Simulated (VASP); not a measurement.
```yaml
crystal:
  lattice:
    - [2.00912, -3.32165, 0.00000]
    - [2.00912, 3.32165, 0.00000]
    - [0.00000, 0.00000, 5.12339]
  atoms:
    - { symbol: Ni, position: [0.00000, 0.00000, 0.50000] }
    - { symbol: Ni, position: [0.00000, 0.00000, 0.00000] }
    - { symbol: Sb, position: [0.33333, 0.66667, 0.25000] }
    - { symbol: Sb, position: [0.67971, 0.34637, 0.75000] }
```

Level of theory: PBE GGA, VASP's PBE PAW potentials (set 64) (plane waves; VASP). Numerical set-up: 550 eV cut-off, 8×8×6 Γ-centred mesh, first-order Methfessel-Paxton smearing of 0.10 eV, potentials Ni Sb.

Unless said otherwise, spin-orbit coupling is left out, though it shifts the bands of the heavy elements here.

Q: Estimate the energy per atom (σ→0), pressure, largest force, band gap (on the k-mesh) with the smallest direct gap where there is one.

A: 
band gap (on the k-mesh): none (metal, semimetal or under 0.01 eV)
energy per atom (σ→0): -5.061 eV/atom
pressure: 4.01 GPa
largest force: 0.458 eV/Å

The absolute energy has meaning only against runs of the same code, potentials and settings.

The compound is NiSb in the NiAs type structure. The cell was not relaxed at this level, atoms are displaced from their ideal sites. The run is one of a series of settings (ENCUT = 550 against the base run), some of them coarse on purpose. The run is not spin-polarised, so no magnetic state was tried.
